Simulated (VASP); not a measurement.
The system is Ta2SiO3.

```
Ta Si O
1.0
     2.31972    1.33929    4.48581
    -2.31972    1.33929    4.48581
     0.00000   -2.67858    4.48581
Ta Si O
2 1 3
Direct
  0.80264 0.80264 0.80264
  0.19736 0.19736 0.19736
  0.50000 0.50000 0.50000
  0.50000 0.50000 0.00000
  0.00000 0.50000 0.50000
  0.50000 0.00000 0.50000
```

The cell was built by a generator and needn't be a form met in nature.

| Property | Result |
| --- | --- |
| Program | VASP 6.6.1 |
| Task | relaxation of cell and atoms |
| Functional | PBE |
| Potentials or basis | VASP PAW PBE potentials, release 64 (Ta_pv, Si, O) |
| Cutoff | 520 eV |
| k mesh | 4 × 4 × 4 |
| Occupations | gaussian, width 0.15 eV |
| Spin | no spin polarisation |

At the start: pressure -7.5 GPa; volume 13.94 Å³/atom.

Task: How do energy, volume and symmetry change on relaxing?

Result: Over 17 steps the energy falls by 972.1 meV/atom and the volume is 16.05 Å³/atom (+15.2 %); space group R-3m (No. 166, to 0.05 Å).

Step by step:
```
step  energy change (eV)  largest force (eV/Å)  pressure (GPa)  volume (Å³)
   1              0.0000                6.5366           -7.54        83.62
   2             -3.3826                2.8874           35.23        74.76
   3             -4.0879                2.0734           14.00        77.03
   4             -4.0910                1.5490           15.78        76.79
   5             -4.8471                1.4542           -1.75        89.39
   6             -4.8503                1.4512           -2.25        90.08
   7             -5.4697                0.5257            1.00        93.94
   8             -5.5490                2.1363            4.18        95.92
   9             -5.7481                0.8727           -6.13       101.61
  10             -5.7678                0.1709           -3.91       100.23
  11             -5.8267                0.1541           -0.90        98.35
  12             -5.8287                0.2167           -0.22        97.98
  13             -5.8306                0.0180           -0.72        97.81
  14             -5.8307                0.0429           -1.02        97.77
  15             -5.8315                0.0326           -0.70        97.58
  16             -5.8327                0.0367           -0.33        97.15
  17             -5.8325                0.0430            0.32        96.29
```

Final structure:
```cif
data_structure
_symmetry_space_group_name_H-M 'P 1'
_symmetry_Int_Tables_number 1
_cell_length_a 5.4913
_cell_length_b 5.4913
_cell_length_c 5.4913
_cell_angle_alpha 52.434
_cell_angle_beta 52.434
_cell_angle_gamma 52.434
_cell_volume 96.29
loop_
_atom_site_label
_atom_site_type_symbol
_atom_site_fract_x
_atom_site_fract_y
_atom_site_fract_z
_atom_site_occupancy
Ta1 Ta 0.75636 0.75636 0.75636 1
Ta2 Ta 0.24364 0.24364 0.24364 1
Si1 Si 0.50000 0.50000 0.50000 1
O1 O 0.50000 0.50000 0.00000 1
O2 O 0.00000 0.50000 0.50000 1
O3 O 0.50000 0.00000 0.50000 1
```

Caveat: the k mesh is coarse (spacing up to 0.41 Å⁻¹), so the values aren't converged; the volume moved by over 15 % at a fixed basis, so the end points are rough.
